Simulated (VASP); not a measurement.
Level of theory: PBEsol GGA, VASP's PBE PAW potentials (set 64) (plane waves; VASP).

VASP ran on this input.

File POSCAR:
```
NaI
1.0
  0.0000000000   3.1980132767   3.1980132767
  3.1980132767   0.0000000000   3.1980132767
  3.1980132767   3.1980132767   0.0000000000
Na I
1 1
Cartesian
  0.0000000000   0.0000000000   0.0000000000
  3.1980132767   3.1980132767   3.1980132767
```

INCAR:
```
NELM  =  100
EDIFF  =  1E-7   # SCF stop (eV)
LORBIT  =  11
LCHARG  =  .True.
PREC  =  Accurate
ISMEAR  =  -5   # tetrahedra, Bloechl
ISIF  =  2   # forces and stress, cell fixed
LWAVE  =  .False.
NEDOS  =  601
LMAXMIX  =  4   # l cut-off of mixed one-centre charges
SYSTEM  =  NaI
GGA  =  PS   # PBEsol
ENCUT  =  400   # plane-wave cut-off (eV)
ALGO  =  Normal   # blocked Davidson
LREAL  =  .False.
LASPH  =  .True.
```

KPOINTS:
```
Regular mesh
0
Gamma
  8 8 8
0 0 0
```

POTCAR, in this order: Na_pv I (PBE.64 set). Program: vasp_std.

The run wrote:

### OSZICAR
```
       N       E                     dE             d eps       ncg     rms          rms(c)
DAV:   1     0.712640976705E+02    0.71264E+02   -0.61416E+03   654   0.963E+02
DAV:   2     0.938747017813E-02   -0.71255E+02   -0.67798E+02   672   0.219E+02
DAV:   3    -0.558406542601E+01   -0.55935E+01   -0.55625E+01   778   0.649E+01
DAV:   4    -0.573043520966E+01   -0.14637E+00   -0.14631E+00   778   0.112E+01
DAV:   5    -0.573468267566E+01   -0.42475E-02   -0.42473E-02   756   0.188E+00    0.144E+00
DAV:   6    -0.567788677471E+01    0.56796E-01   -0.77524E-02   731   0.240E+00    0.963E-01
DAV:   7    -0.566790157050E+01    0.99852E-02   -0.58093E-02   769   0.180E+00    0.507E-01
DAV:   8    -0.566878986191E+01   -0.88829E-03   -0.32507E-03   680   0.675E-01    0.947E-02
DAV:   9    -0.566876500935E+01    0.24853E-04   -0.96428E-05   746   0.134E-01    0.272E-02
DAV:  10    -0.566877028079E+01   -0.52714E-05   -0.21576E-05   739   0.654E-02    0.544E-03
DAV:  11    -0.566877050597E+01   -0.22517E-06   -0.24412E-06   713   0.198E-02    0.186E-03
DAV:  12    -0.566877060211E+01   -0.96145E-07   -0.27503E-07   713   0.404E-03
   1 F= -.56687706E+01 E0= -.56687706E+01  d E =0.000000E+00
```

### OUTCAR
```
------------------------ aborting loop because EDIFF is reached ----------------------------------------
  FORCE on cell =-STRESS in cart. coord.  units (eV):
  Direction    XX          YY          ZZ          XY          YZ          ZX
  --------------------------------------------------------------------------------------
  Total       -0.0116017     -0.0116017     -0.0116017      0.0000000      0.0000000      0.0000000
  in kB       -0.2841581     -0.2841581     -0.2841581      0.0000000      0.0000000      0.0000000
  external PRESSURE =      -0.2841581 kB  Pullay stress =       0.0000000 kB
  volume of cell :       65.41
      direct lattice vectors                 reciprocal lattice vectors
     0.000000000  3.198013277  3.198013277    -0.156347068  0.156347068  0.156347068
     3.198013277  0.000000000  3.198013277     0.156347068 -0.156347068  0.156347068
     3.198013277  3.198013277  0.000000000     0.156347068  0.156347068 -0.156347068
  FREE ENERGIE OF THE ION-ELECTRON SYSTEM (eV)
  ---------------------------------------------------
  free  energy   TOTEN  =        -5.6687706021 eV

  energy  without entropy=       -5.6687706021  energy(sigma->0) =       -5.66877060

 total charge

# of ion       s       p       d       tot
------------------------------------------
    1        0.044   5.977   0.000   6.021
    2        1.493   2.844   0.003   4.340
--------------------------------------------------
tot          1.538   8.821   0.003  10.361
```
(Selected blocks of OUTCAR.)

The compound is NaI in the rock salt structure. It was relaxed first.
